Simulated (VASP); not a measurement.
Consider the following.

```
VW3
1.0
   -3.10926     3.09420     3.10926
    3.09420    -3.10926     3.10926
    1.56217     1.56217    -1.56217
W V
3 1
Direct
  0.00000   0.00000   0.00000
  0.00000   0.50000   0.00000
  0.50000   0.00000   0.00000
  0.50000   0.50000   0.00000
```

Method: PBEsol GGA, VASP's PBE PAW potentials (set 64) (plane waves; VASP). Settings: 400 eV cut-off, Gaussian smearing of 0.050 eV, potentials W_sv V_sv.

Question: Give the energies of bands 19 to 32 at the high-symmetry points, in eV from the Fermi level.

Answer: 
```csv
band,Γ,L,T,P0,F
19,-5.57,-3.77,-5.29,-3.71,-4.60
20,-5.36,-3.43,-4.80,-3.70,-3.55
21,-3.06,-3.15,-4.80,-3.05,-2.99
22,-3.06,-3.02,-3.37,-3.05,-2.24
23,-2.38,-2.97,-2.37,-2.63,-2.14
24,-0.54,-1.87,-2.37,-2.21,-1.81
25,-0.54,-1.84,1.03,-2.21,-1.73
26,-0.34,-1.37,1.27,-0.93,-1.39
27,1.19,-0.20,1.27,-0.57,-1.10
28,1.19,0.10,2.08,-0.57,-0.55
29,1.45,0.75,2.08,1.32,1.52
30,1.88,0.82,2.65,1.32,1.64
31,1.88,1.87,3.27,1.55,1.86
32,2.69,2.51,3.27,2.95,2.12
```

It has no gap at this level: it comes out as a metal or semimetal.

The structure was generated: VW3 was put into an ordered model structure (R-3m), which need not be its known phase. It was relaxed first. The run is not spin-polarised, so no magnetic state was tried. The electron count is odd and the run is not spin-polarised, which forces a metal.
